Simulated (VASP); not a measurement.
Given:

```
IrO2
1.0
    4.51137     0.00000     0.00000
    0.00000     4.51137     0.00000
    0.00000     0.00000     3.17964
Ir O
2 4
Cartesian
  4.51137   4.51137   3.17964
  2.25568   2.25568   1.58982
  1.39164   1.39164   3.17964
  3.64732   0.86405   1.58982
  0.86405   3.64732   1.58982
  3.11973   3.11973   0.00000
```

All values below come from PBE GGA with D4 dispersion, VASP's PBE PAW potentials (set 64) (plane waves; VASP 6.6.1). Numerical set-up: 520 eV cut-off, Gaussian smearing of 0.050 eV, potentials Ir O.

Question: Give the energies of bands 11 to 24 at the high-symmetry points, in eV from the Fermi level.

Answer: 
```json
[
 {"band": "11", "Γ": "-4.81", "X": "-6.07", "M": "-5.12", "Z": "-5.63", "R": "-5.37", "A": "-5.60"},
 {"band": "12", "Γ": "-4.81", "X": "-6.07", "M": "-5.12", "Z": "-5.63", "R": "-5.37", "A": "-5.60"},
 {"band": "13", "Γ": "-3.52", "X": "-5.15", "M": "-4.27", "Z": "-5.42", "R": "-5.02", "A": "-4.26"},
 {"band": "14", "Γ": "-2.84", "X": "-5.15", "M": "-4.27", "Z": "-5.42", "R": "-5.02", "A": "-4.26"},
 {"band": "15", "Γ": "-2.84", "X": "-3.06", "M": "-3.50", "Z": "-3.92", "R": "-3.27", "A": "-3.17"},
 {"band": "16", "Γ": "-2.56", "X": "-3.06", "M": "-3.50", "Z": "-3.92", "R": "-3.27", "A": "-3.17"},
 {"band": "17", "Γ": "-2.40", "X": "-1.62", "M": "-2.46", "Z": "-1.89", "R": "-2.72", "A": "-1.80"},
 {"band": "18", "Γ": "-2.40", "X": "-1.62", "M": "-2.46", "Z": "-1.89", "R": "-2.72", "A": "-1.80"},
 {"band": "19", "Γ": "-2.32", "X": "-1.28", "M": "-2.36", "Z": "-0.67", "R": "-1.77", "A": "-1.18"},
 {"band": "20", "Γ": "-2.25", "X": "-1.28", "M": "-2.36", "Z": "-0.67", "R": "-1.77", "A": "-1.18"},
 {"band": "21", "Γ": "-2.16", "X": "-0.29", "M": "0.20", "Z": "0.26", "R": "0.53", "A": "-0.47"},
 {"band": "22", "Γ": "0.72", "X": "-0.29", "M": "0.20", "Z": "0.26", "R": "0.53", "A": "-0.47"},
 {"band": "23", "Γ": "1.22", "X": "3.53", "M": "2.45", "Z": "2.21", "R": "1.07", "A": "2.16"},
 {"band": "24", "Γ": "4.10", "X": "3.53", "M": "2.45", "Z": "2.21", "R": "1.07", "A": "2.16"}
]
```

It has no gap at this level: it comes out as a metal or semimetal.

The compound is IrO2 in the rutile structure. It was relaxed first.
